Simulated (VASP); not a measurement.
Data:

```xyz
2
Lattice="3.5021 -1.8834 -0.0571 3.5021 1.8834 -0.0571 2.5400 0.0000 3.0600" Properties=species:S:1:pos:R:3 pbc="T T T"
As     2.2021     0.0000     0.6797
As     7.3420     0.0000     2.2661
```

All values below come from LDA (Ceperley-Alder, Perdew-Zunger), VASP's LDA PAW potentials (set 64) (plane waves; VASP). Run with 520 eV cut-off, 13×13×13 Γ-centred mesh, tetrahedra with Blöchl corrections, potentials As.

Problem. Estimate the energy per atom (σ→0), band gap (on the k-mesh) with the smallest direct gap where there is one.

Solution. 
The band gap (on the k-mesh) is none (metal, semimetal or under 0.01 eV) and the energy per atom (σ→0) is -5.392 eV/atom.

The absolute energy has meaning only against runs of the same code, potentials and settings.

The compound is As in the a7 structure. It was relaxed first.
